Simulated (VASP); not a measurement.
Given:

```xyz
6
Lattice="4.7885 0.0000 0.0000 0.0000 4.7885 0.0000 0.0000 0.0000 3.2367" Properties=species:S:1:pos:R:3 pbc="T T T"
Sn     0.0000     0.0000     0.0000
Sn     2.3942     2.3942     1.6183
O      1.4659     1.4659     0.0000
O      3.8602     0.9283     1.6183
O      0.9283     3.8602     1.6183
O      3.3226     3.3226     0.0000
```

These are optB86b-vdW, VASP's PBE PAW potentials (set 64) (plane waves; VASP 6.6.1) values and carry that method's errors. Run with 520 eV cut-off, Gaussian smearing of 0.050 eV, potentials Sn_d O.

Unless said otherwise, spin-orbit coupling is left out, though it shifts the bands of the heavy elements here.

Q: Give the energies of bands 15 to 28 at the high-symmetry points, in eV from the valence-band maximum.

A: 
```tsv
band	Γ	X	M	Z	R	A
15	-8.01	-6.44	-5.49	-7.09	-6.82	-7.83
16	-3.93	-6.44	-5.49	-7.09	-6.82	-7.83
17	-3.93	-3.03	-3.77	-4.10	-5.40	-4.85
18	-3.85	-3.03	-3.77	-4.10	-5.40	-4.85
19	-2.99	-2.90	-2.94	-3.68	-4.07	-2.52
20	-1.97	-2.90	-2.94	-3.68	-4.07	-2.52
21	-1.92	-1.92	-1.92	-2.59	-1.69	-2.37
22	-1.25	-1.92	-1.92	-2.59	-1.69	-2.37
23	-1.25	-1.20	-1.33	-1.58	-1.04	-0.92
24	-0.74	-1.20	-1.33	-1.58	-1.04	-0.92
25	-0.74	-0.60	-0.86	-1.20	-0.72	-0.79
26	0.00	-0.60	-0.86	-1.20	-0.72	-0.79
27	0.81	4.03	4.40	5.72	5.99	4.47
28	5.75	4.03	4.40	5.72	5.99	4.47
```

The gap is direct, 0.81 eV, from the valence maximum at Γ to the conduction minimum at Γ.

The compound is SnO2 in the rutile structure. It was relaxed first.
